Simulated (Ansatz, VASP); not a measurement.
# Cross-check of In2S between VASP and Ansatz

One calculation is typed for both programs; each brings its own data sets. How far apart do they land? The cell is generated by rule, not measured, and may not be a known phase. The cell is taken from a series of runs on this material, whose earlier steps may have relaxed, scaled, displaced or heated it; both programs get it as it stands.

Calculated with Ansatz 0.2.0; plane waves, with VASP 6.6.1 beside it; single point at PBEsol.

The structure was built from a prototype and need not be the compound's stable phase.

**1. Starting point**

The structure is trigonal, space group R-3m (No. 166). The conventional cell has a = 4.934 Å, b = 4.934 Å, c = 24.173 Å, α = 90.00°, β = 90.00°, γ = 120.00°. S has 8 In at 2.89 to 3.15 Å nearest. Nearest to In lie 4 S at 2.89 to 2.97 Å. In has 4 S at 3.08 to 3.15 Å nearest. Farther neighbours and most contacts between anions are not listed.

Structure file:

```cif
data_structure
_symmetry_space_group_name_H-M 'P 1'
_symmetry_Int_Tables_number 1
_cell_length_a 4.9343
_cell_length_b 4.9343
_cell_length_c 8.5465
_cell_angle_alpha 90.000
_cell_angle_beta 73.221
_cell_angle_gamma 60.000
_cell_volume 169.90
loop_
_atom_site_label
_atom_site_type_symbol
_atom_site_fract_x
_atom_site_fract_y
_atom_site_fract_z
_atom_site_occupancy
S1 S 0.98842 0.50579 0.51737 1
S2 S 0.01158 0.99421 0.98263 1
In3 In 0.74912 0.62544 0.87632 1
In4 In 0.75088 0.12456 0.37368 1
In5 In 0.25088 0.87456 0.62368 1
In6 In 0.24912 0.37544 0.12632 1
```

**2. Ansatz: single point, PBEsol, pair 1**

Ansatz runs on its default PAW (the set named soft_2) files.

A single point gives forces, pressure and levels at one fixed geometry, so differences don't come from the geometry; what else differs is listed under the comparison.

Contents of input.yaml:

```yaml
crystal:
  lattice:
    - [0.0, 3.4890740757, 3.4890740757]
    - [-3.4890740757, 3.4890740757, 0.0]
    - [-3.4890740757, -3.4890740757, 6.9781481514]
  atoms:
    - { symbol: S, position: [-0.0115831645, 0.5057915822, 0.5173747467] }
    - { symbol: S, position: [0.0115831645, -0.0057915822, -0.0173747467] }
    - { symbol: In, position: [0.7491171824, 0.6254414088, 0.8763242265] }
    - { symbol: In, position: [0.7508828176, 0.1245585912, 0.3736757735] }
    - { symbol: In, position: [0.2508828176, 0.8745585912, 0.6236757735] }
    - { symbol: In, position: [0.2491171824, 0.3754414088, 0.1263242265] }
kpoints:
  mp_grid: { grid: [9, 9, 8] }
hamiltonian:
  xc: pbesol
scf:
  occupations: { method: methfessel_paxton, width: 0.15 }
output:
  forces: true
  stress: true
  eigenvalues: true
```

The run is started by

```sh
ansatz run input.yaml --threads 4 --pin off --max-ram 7168MiB --backend cpu --events-out ev --progress --plain --runs-dir out
```

Numbers of over 12 decimals in the logs are rounded to 6 here.

The program printed:

```text
Warning: crystal.symmetry: narrowed to the stabiliser of the k-point mesh — unitary ops 12 → 4; excluded 8 operations that carry a point of the 9×9×8 mesh (shift [0, 0, 0]) off the mesh (the run samples exactly the mesh kpoints.mp_grid names, as under crystal.symmetry.detect: false, and its converged state has the mesh's symmetry, not the crystal's; ε∞, the Born charges and the force constants of a linear response (`dielectric:` by the response, `phonons.method: dfpt`) are averaged over those of the crystal's operations that the state keeps within a tolerance, where `mesh_tensors`, `unaveraged_element` or `gamma_mean_max_change_ev_ang2` stands beside them; [rest of the remark cut]
Engine: ansatz 0.2.0, x86_64-unknown-linux-gnu
Pseudopotentials: kind: paw
Pseudopotential: S, paw, valence charge 6, recommended cutoff 420 eV (normal), S.paw.azcp
Pseudopotential: In, paw, valence charge 13, recommended cutoff 420 eV (normal), In.paw.azcp
Functional definition: PBEsol
  exchange = pbesol_x
  correlation = pbesol_c
Crystal: 6 atoms, lattice volume = 169.899 Å³
Basis set: ecut = 420 eV, 3315 PW (Γ), exchange–correlation on 72×72×120 points (8 copies of the dense FFT grid, shifted against one another)
Bands: 39, of which v1, the nominal top of the filled ones, is band 32 counted from 1 (31 counted from 0)
Symmetry: 4 space group operations
k-points: 185 of 648
Non-local potential: S, projectors of the file, l = 0: 2, l = 1: 2, l = 2: 2
Non-local potential: In, projectors of the file, l = 0: 2, l = 1: 2, l = 2: 2, l = 3: 2
PAW form: soft (Blöchl's): semilocal exchange-correlation on the pseudo side does not see the compensation charge
PAW frozen core: S, regenerated for the run's functional, and the local potential with it (the file was generated under x = pbe(κ = 0.804, μ = 0.219515), c = pbe(β = 0.066725))
PAW frozen core: In, regenerated for the run's functional, and the local potential with it (the file was generated under x = pbe(κ = 0.804, μ = 0.219515), c = pbe(β = 0.066725))
PAW one-centre angular grid: S, 110 points (default); XC on 64 Gauss nodes
PAW one-centre angular grid: In, 590 points (default); XC on 64 Gauss nodes
Initial density: superposition of atomic densities (neutral atoms: chi_scale 0, normalization atom), corrected by the library's trained network
Initial wavefunctions: pseudopotential atomic-orbital guess
Functional: x = pbesol(κ = 0.804, μ = 0.123457), c = pbesol(β = 0.046)
SCF iter   1: F=—  HF=-23871.508687 eV  |F-HF|=—  |Δ(HF+E_count)|=         —  Δρ=3.98e-3  dr2=4.74e-2  ethr=1.77e-3  ⟨swp⟩=6.7  Hψ=29050  notcnv=0
preconditioner: auto → LDOS  [metal: Δε(μ)=0.033 eV  Ē_g=12.970 eV  σ=0.150 eV  W_gap=0.18  n_scr=28 (ndim 8)  ℏωp=22.8 eV  f_vac=0.033  D(μ)=0.81/eV (n_scr^D=2)  β→1.0]
SCF iter   2: F=—  HF=-23871.505139 eV  |F-HF|=—  |Δ(HF+E_count)|=   3.55e-3  S|Δr|=    0.00e0  Δρ=3.47e-3  dr2=4.53e-2  ethr=7.41e-5  ⟨swp⟩=2.1  Hψ=14605  notcnv=0  defer=1
SCF iter   3: F=—  HF=-23871.493629 eV  |F-HF|=—  |Δ(HF+E_count)|=   1.15e-2  S|Δr|=    0.00e0  Δρ=5.37e-4  dr2=1.94e-3  ethr=7.08e-5  ⟨swp⟩=2.0  Hψ=9270  notcnv=0  defer=1
SCF iter   4: F=—  HF=-23871.493346 eV  |F-HF|=—  |Δ(HF+E_count)|=   2.83e-4  S|Δr|=    0.00e0  Δρ=2.07e-4  dr2=2.51e-4  ethr=3.02e-6  ⟨swp⟩=2.9  Hψ=13273  notcnv=0  defer=1
SCF iter   5: F=—  HF=-23871.493332 eV  |F-HF|=—  |Δ(HF+E_count)|=   1.41e-5  S|Δr|=    0.00e0  Δρ=5.30e-5  dr2=1.38e-5  ethr=3.92e-7  ⟨swp⟩=2.0  Hψ=8182  notcnv=0  defer=1
SCF iter   6: F=—  HF=-23871.493370 eV  |F-HF|=—  |Δ(HF+E_count)|=   3.86e-5  S|Δr|=    0.00e0  Δρ=1.29e-5  dr2=5.17e-7  ethr=2.15e-8  ⟨swp⟩=2.4  Hψ=11413  notcnv=0
SCF iter   7: F=-23871.493370 eV  HF=-23871.493370 eV  |F-HF|=3.82e-9  |Δ(HF+E_count)|=   7.77e-8  S|Δr|=    0.00e0  Δρ=2.66e-6  dr2=1.28e-8  ethr=1.56e-10  ⟨swp⟩=9.3  Hψ=34739  notcnv=0
SCF 1 converged in 7 iterations: F = -23871.493370 eV  dr2 = 1.28e-8
  greatest PAW one-centre occupation: 0.983 electrons in one spin orbital (limit 2), on the In atom at site 5 (counted from 0), in its partial waves of l = 2
SCF converged after 7 iterations
Stability not checked: this state was not tested for a lower state beside it, because cold or Methfessel-Paxton smearing, or corrected tetrahedra, fill the levels in a way that the test cannot read (fill_not_monotonic; see scf.lower_state_search)
Free energy (F): -23871.493370 eV
Harris-Foulkes:  -23871.493370 eV  (|F-HF|=3.82e-9)
Internal energy: -23871.494912 eV  (E = F + TS)
E sigma→0 (E₀):  -23871.493756 eV
Entropy (-TS):   0.001541 eV (0.257 meV/atom)
Fermi energy:    7.411592 eV
--- Per-component energies (eV) ---
  E_band       = -231.124454
  E_kinetic    = 1170.412355
  E_local      = -5286.183078  (includes V_loc(G=0)·N_el)
  E_nonlocal   = 1527.613539
  E_hartree    = 2061.665063
  E_xc         = -1047.585984
  E_vxc        = -574.375619  (∫ρ·V_xc dr)
  E_paw        = -17486.247452  (= ΣΔE_a)
  E_vpaw       = -1191.922762  (= ΣTr[D̂ρ^β])
  E_aug_tail   = 0.000104  (compensation charges beyond the density's cutoff)
  E_ewald      = -4812.236968
  E_core_change = 1.067509  (= ΣΔE_core)
  E_smearing   = 0.001541  (= −TS)
  E_closure    = -0.000000  (closes the sum)
  Σ components = -23871.493370   (vs F -23871.493370, Δ=0.00e0)
--- Forces (eV/Å), atoms counted from 1 ---
  atom   1  S     -0.12034861    -0.12034861     0.11845575
  atom   2  S      0.12034861     0.12034861    -0.11845575
  atom   3  In    -0.06359910    -0.06359910     0.06425380
  atom   4  In     0.01272332     0.01272332    -0.01304166
  atom   5  In     0.06359910     0.06359910    -0.06425380
  atom   6  In    -0.01272332    -0.01272332     0.01304166
  max |Σ_I F_I| component: 1.56e-17 eV/Å
--- Stress (GPa, compression-positive) ---
       -0.095216      -0.015171       0.016503
       -0.015171      -0.095216       0.016503
        0.016503       0.016503      -0.076190
  P = ⅓ Tr σ = -0.0889 GPa (-0.889 kbar)
--- Band table (eV; the first three rows and the last of 185) ---
  k-point 0: bands = [... 28 lower, 4.4545, 4.5481, 6.4791, 7.3366, 7.8689, 7.8691, 8.3457, 8.6254, ... 3 higher]
  k-point 1: bands = [... 28 lower, 4.4331, 4.5706, 6.1790, 7.4598, 7.9187, 7.9190, 8.4841, 8.6250, ... 3 higher]
  k-point 2: bands = [... 28 lower, 4.3763, 4.5410, 5.8417, 7.2882, 8.0542, 8.0545, 8.6119, 8.6121, ... 3 higher]
  k-point 184: bands = [... 28 lower, 5.4663, 5.5198, 6.5434, 6.5650, 7.9762, 8.0495, 9.1521, 9.3404, ... 3 higher]
```

The run ends at a pressure of -0.09 GPa, with forces up to 0.21 eV/Å.

**3. VASP: single point, PBEsol, pair 1**

The same cell, functional, mesh and smearing now go to VASP, with its own data sets.

Lines of VASP's logs that name or quote its potential files are left out, and so is its time.

Contents of INCAR:

```
SYSTEM = In2S
PREC = Accurate
ENCUT = 500
EDIFF = 1E-06
NELM = 120
ISMEAR = 1
SIGMA = 0.15
LREAL = .FALSE.
ALGO = Normal
GGA = PS
NBANDS = 39
LORBIT = 11
LWAVE = .FALSE.
LCHARG = .FALSE.
ISIF = 2
LASPH = .TRUE.
GGA_COMPAT = .FALSE.
KPAR = 2
```

Contents of POSCAR:

```
In2S
1.0
    0.0000000000      3.4890740757      3.4890740757
   -3.4890740757      3.4890740757      0.0000000000
   -3.4890740757     -3.4890740757      6.9781481514
S In
2 4
Direct
    0.9884168355      0.5057915822      0.5173747467
    0.0115831645      0.9942084178      0.9826252533
    0.7491171824      0.6254414088      0.8763242265
    0.7508828176      0.1245585912      0.3736757735
    0.2508828176      0.8745585912      0.6236757735
    0.2491171824      0.3754414088      0.1263242265
```

Contents of KPOINTS:

```
Automatic mesh
0
Gamma
9 9 8
0 0 0
```

The projector-augmented-wave data sets are S and In_d (PBE family, release 64).

The run is started by

```sh
mpirun -np 2 vasp_std
```

The program printed:

```text
[banner, memory and clock lines left out]
running    2 mpi-ranks, on    1 nodes
 distrk:  each k-point on    1 cores,    2 groups
 distr:  one band on    1 cores,    1 groups

 POSCAR found type information on POSCAR S In
 POSCAR found :  2 types and       6 ions
|                                                                             |
|               ----> ADVICE to this user running VASP <----                  |
|                                                                             |
|     You enforced a specific xc type in the INCAR file but a different       |
|     [... a line on the potential file left out ...]
|     I HOPE YOU KNOW WHAT YOU ARE DOING!                                     |
|                                                                             |

 LDA part: xc-table for (Slater+PW92), standard interpolation
|                                                                             |
|           W    W    AA    RRRRR   N    N  II  N    N   GGGG   !!!           |
|           W    W   A  A   R    R  NN   N  II  NN   N  G    G  !!!           |
|           W    W  A    A  R    R  N N  N  II  N N  N  G       !!!           |
|           W WW W  AAAAAA  RRRRR   N  N N  II  N  N N  G  GGG   !            |
|           WW  WW  A    A  R   R   N   NN  II  N   NN  G    G                |
|           W    W  A    A  R    R  N    N  II  N    N   GGGG   !!!           |
|                                                                             |
|     Your reciprocal lattice and k-lattice belong to different lattice       |
|     classes:                                                                |
|                                                                             |
|        The reciprocal lattice is rhombohedral (trigonal),                   |
|        whereas your k-lattice is base-centered monoclinic.                  |
|                                                                             |
|     Results are often still useful ...                                      |
|                                                                             |

 POSCAR, INCAR and KPOINTS ok, starting setup
 FFT: planning ... GRIDC
 FFT: planning ... GRID_SOFT
 FFT: planning ... GRID
 WAVECAR not read
 entering main loop
       N       E                     dE             d eps       ncg     rms          rms(c)
DAV:   1     0.622635068118E+03    0.62264E+03   -0.28982E+04 14437   0.193E+03
DAV:   2     0.612185764415E+02   -0.56142E+03   -0.54813E+03 14437   0.490E+02
DAV:   3    -0.165751528749E+02   -0.77794E+02   -0.73885E+02 18296   0.190E+02
DAV:   4    -0.214404496345E+02   -0.48653E+01   -0.47518E+01 17247   0.473E+01
DAV:   5    -0.216337187665E+02   -0.19327E+00   -0.19315E+00 19761   0.878E+00    0.108E+01
DAV:   6    -0.207327844906E+02    0.90093E+00   -0.16968E+00 19220   0.145E+01    0.692E+00
DAV:   7    -0.207673443462E+02   -0.34560E-01   -0.63556E-01 16645   0.428E+00    0.216E+00
DAV:   8    -0.207570240609E+02    0.10320E-01   -0.55651E-02 22332   0.252E+00    0.699E-01
DAV:   9    -0.207547260264E+02    0.22980E-02   -0.10374E-02 20413   0.774E-01    0.223E-01
DAV:  10    -0.207549418948E+02   -0.21587E-03   -0.11641E-03 19616   0.246E-01    0.103E-01
DAV:  11    -0.207550661561E+02   -0.12426E-03   -0.44742E-04 18713   0.118E-01    0.381E-02
DAV:  12    -0.207550636710E+02    0.24851E-05   -0.44387E-05 20153   0.556E-02    0.172E-02
DAV:  13    -0.207550695832E+02   -0.59122E-05   -0.66901E-06 13724   0.166E-02    0.564E-03
DAV:  14    -0.207550704169E+02   -0.83371E-06   -0.11871E-06 11593   0.911E-03
   1 F= -.20755070E+02 E0= -.20755581E+02  d E =0.153313E-02
```

From OUTCAR (step 3):

```text
ion  position               nearest neighbor table
   1  0.988  0.506  0.517-   3 2.89   5 2.97   5 2.97   5 2.97   4 3.08   4 3.08   4 3.08   6 3.15

  LATTYP: Found a trigonal (rhomboedric) cell.
 ALAT       =     8.5464511602
 COS(alpha) =     0.8333333333

 Subroutine GETGRP returns: Found 12 space group operations
 (whereof  6 operations were pure point group operations)

The static configuration has the point symmetry C_3v.
 The point group associated with its full space group is D_3d.

 Found    185 irreducible k-points:

   k-points           NKPTS =    185   k-points in BZ     NKDIM =    185   number of bands    NBANDS=     39

   dimension x,y,z NGX =    36 NGY =   36 NGZ =   64
   dimension x,y,z NGXF=    72 NGYF=   72 NGZF=  128

   ENCUT  =  500.0 eV  36.75 Ry    6.06 a.u.   9.00  9.00 15.58*2*pi/ulx,y,z

   NELECT =      64.0000    total number of electrons

 k-points in reciprocal lattice and weights: Automatic mesh
   0.00000000  0.00000000  0.00000000       0.002
   0.11111111  0.00000000 -0.00000000       0.003
   0.22222222  0.00000000  0.00000000       0.003
   0.33333333  0.00000000  0.00000000       0.003
   0.44444444  0.00000000  0.00000000       0.003
   0.00000000  0.11111111 -0.00000000       0.006
   0.22222222  0.11111111 -0.00000000       0.006
   0.33333333  0.11111111  0.00000000       0.006
   0.44444444  0.11111111  0.00000000       0.006
[...]
-0.44444444  0.44444444  0.50000000       0.006
  -0.33333333  0.44444444  0.50000000       0.006

 average (electrostatic) potential at core
       1 -86.5928       2 -86.5928       3 -95.6311       4 -95.7220       5 -95.6311
       6 -95.7220

 E-fermi :   5.4332

 k-point     1 :       0.0000    0.0000    0.0000
  band No.  band energies     occupation
    ...
     28       2.4749      2.00000
     29       2.4749      2.00000
     30       2.5683      2.00000
     31       4.4979      2.00000
     32       5.3603      1.72409
     33       5.8922     -0.00013
     34       5.8922     -0.00013
     35       6.3659     -0.00000
     36       6.6501     -0.00000
     37       6.6501     -0.00000
    ...

 k-point     2 :       0.1111    0.0000   -0.0000
  band No.  band energies     occupation
    ...
     28       2.4083      2.00000
     29       2.4772      2.00000
     30       2.6760      2.00000
     31       4.0205      2.00000
     32       5.2073      2.05481
     33       6.0085     -0.00000
     34       6.0354     -0.00000
     35       6.7295     -0.00000
     36       6.8032     -0.00000
     37       6.8778     -0.00000
    ...

 k-point     3 :       0.2222    0.0000    0.0000
  band No.  band energies     occupation
    ...
     28       2.2455      2.00000
     29       2.2590      2.00000
     30       3.1435      2.00000
     31       4.2057      2.00000
     32       4.8032      2.00000
     33       5.9915     -0.00000
     34       6.3463     -0.00000
     35       6.4880     -0.00000
     36       7.4361     -0.00000
     37       7.7270     -0.00000
    ...

  Total       -0.1045108     -0.1045108     -0.1045108     -0.0176891      0.0176891      0.0176891
  in kB       -0.9855559     -0.9855559     -0.9855559     -0.1668116      0.1668116      0.1668116
  external PRESSURE =      -0.9855559 kB  Pullay stress =       0.0000000 kB

  energy-cutoff  :      500.00
  volume of cell :      169.90
      direct lattice vectors                 reciprocal lattice vectors
     0.000000000  3.489074076  3.489074076     0.143304495  0.143304495  0.143304495
    -3.489074076  3.489074076  0.000000000    -0.214956743  0.071652248 -0.071652248
    -3.489074076 -3.489074076  6.978148151    -0.071652248 -0.071652248  0.071652248

 POSITION                                       TOTAL-FORCE (eV/Angst)
 -----------------------------------------------------------------------------------
     -3.56990      3.40825      7.05898        -0.118099     -0.118099      0.118099
     -6.89732      0.08083      6.89732         0.118099      0.118099     -0.118099
     -5.23977      1.73838      8.72885        -0.064887     -0.064887      0.064887
     -1.73838      1.75070      5.22745         0.013618      0.013618     -0.013618
     -5.22745      1.75070      5.22745         0.064887      0.064887     -0.064887
     -1.75070      1.73838      1.75070        -0.013618     -0.013618      0.013618
 -----------------------------------------------------------------------------------
    total drift:                               -0.000000      0.000000      0.000000

  FREE ENERGIE OF THE ION-ELECTRON SYSTEM (eV)
  ---------------------------------------------------
  free  energy   TOTEN  =       -20.7550704169 eV

  energy  without entropy=      -20.7566035511  energy(sigma->0) =      -20.75558146

 total charge
# of ion       s       p       d       tot
------------------------------------------
    1        1.393   2.206   0.000   3.599
    2        1.393   2.206   0.000   3.599
    3        1.090   0.348   9.854  11.292
    4        1.106   0.310   9.848  11.264
    5        1.090   0.348   9.854  11.292
    6        1.106   0.310   9.848  11.264
--------------------------------------------------
tot          7.178   5.729  39.404  52.311

[... 3 further parts left out ...]
```

The run ends at a pressure of -0.10 GPa, with forces up to 0.20 eV/Å.

**4. Comparison**

Known differences besides the potentials themselves: the cutoff is 420 eV in Ansatz and 500 eV in VASP; Ansatz makes its cores anew for this functional, VASP keeps those of its PBE data sets. Total energies have different zeros and are not compared.

Both answers:

```tsv
quantity	Ansatz	VASP	difference
pressure (GPa)	-0.09	-0.10	+0.01
```

Forces (eV/Å; atoms numbered as in POSCAR):

```tsv
atom	Ansatz x, y, z	VASP x, y, z
S1	-0.120, -0.120, 0.118	-0.118, -0.118, 0.118
S2	0.120, 0.120, -0.118	0.118, 0.118, -0.118
In3	-0.064, -0.064, 0.064	-0.065, -0.065, 0.065
In4	0.013, 0.013, -0.013	0.014, 0.014, -0.014
In5	0.064, 0.064, -0.064	0.065, 0.065, -0.065
In6	-0.013, -0.013, 0.013	-0.014, -0.014, 0.014
```

The forces differ by 1.3 meV/Å r.m.s., which is 1.7 % of the r.m.s. force of 0.078 eV/Å (both taken over all components).

(Part 1 of 2 ends here.)

[Lines on the potential files, build, host, timing and source positions are cut from VASP's logs without a mark.]

[Logs are printed without paths, hosts, clocks, repeated set-up lines and the standing remarks that a program may print on its own settings, such as how far it seeks lower states.]

[Hosts, paths, dates, database ids (printed as entryN), source tags and the programs' standing remarks are cut or masked in the printed files.]
